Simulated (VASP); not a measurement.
## PtC18: single point with PBEsol

The system is PtC18, a slab with vacuum.

```
C Pt
1.0
     7.39800    0.00000    0.00000
    -3.69900    6.40686    0.00000
     0.00000    0.00000   12.00000
C Pt
18 1
Direct
  0.00282 0.99846 0.07966
  0.22430 0.10873 0.08112
  0.00313 0.33032 0.08044
  0.22436 0.44147 0.07878
  0.99892 0.66323 0.09370
  0.22629 0.77577 0.09825
  0.33776 0.00003 0.08781
  0.55695 0.10814 0.08409
  0.33649 0.33107 0.07847
  0.55774 0.44195 0.08028
  0.33777 0.66355 0.08440
  0.55695 0.77535 0.08093
  0.66926 0.99769 0.08258
  0.89068 0.10859 0.07971
  0.66879 0.33059 0.08266
  0.88835 0.43826 0.08635
  0.66910 0.66460 0.07929
  0.88810 0.77672 0.08260
  0.07252 0.67553 0.25638
```

The cell was built by a generator and needn't be a form met in nature.

```json
{
  "Program": "VASP 6.6.1",
  "Task": "single point",
  "Functional": "PBEsol",
  "Potentials or basis": "VASP PAW PBE potentials, release 64 (C, Pt)",
  "Cutoff": "520 eV",
  "k mesh": "2 × 2 × 1",
  "Occupations": "gaussian, width 0.02 eV",
  "Spin": "no spin polarisation"
}
```

```
Largest force          : 0.402 eV/Å
Band gap on the k mesh : 0.28 eV, direct
```

Forces on the atoms (eV/Å):
```
C   -0.011 -0.019  0.011
C   -0.006 -0.020  0.004
C   -0.020 -0.006 -0.032
C   -0.010 -0.017  0.008
C   -0.049 -0.049 -0.042
C    0.011 -0.008  0.061
C   -0.007 -0.020  0.019
C   -0.007 -0.025 -0.025
C   -0.020 -0.011 -0.002
C   -0.004 -0.005 -0.011
C    0.000 -0.014  0.028
C   -0.011 -0.029  0.010
C   -0.008  0.002 -0.010
C   -0.013 -0.021 -0.011
C   -0.014 -0.010 -0.062
C   -0.008 -0.034 -0.104
C   -0.014 -0.025  0.001
C    0.002 -0.017  0.024
Pt   0.189  0.328  0.134
```

Levels at points of the mesh, in eV from the valence-band top:
| k point | band 38 | band 39 | band 40 | band 41 | band 42 | band 43 | band 44 | band 45 |
| --- | --- | --- | --- | --- | --- | --- | --- | --- |
| (0.00, 0.00, 0.00) | -1.30 | -1.28 | -0.26 | 0.00 | 0.28 | 0.52 | 0.93 | 3.71 |
| (0.50, 0.00, 0.00) | -1.48 | -1.24 | -1.05 | -0.87 | 0.36 | 1.75 | 2.46 | 2.52 |
| (0.00, 0.50, 0.00) | -1.51 | -1.40 | -1.02 | -0.88 | 0.49 | 1.76 | 2.47 | 2.52 |
| (0.50, 0.50, 0.00) | -1.49 | -1.36 | -0.99 | -0.93 | 0.51 | 1.75 | 2.50 | 2.52 |

Wall time 6.8 min on 1 thread of Intel(R) Xeon(R) Platinum 8175M CPU @ 2.50GHz (Skylake/Cascade Lake), with other jobs on the host, peak memory 0.62 GiB.

Caveat: the k mesh is coarse (spacing up to 0.49 Å⁻¹), so the values aren't converged; the PAW data sets were made with another functional, which shifts forces and pressure a little; spin-orbit coupling is left out, which moves the levels of the heavy elements.
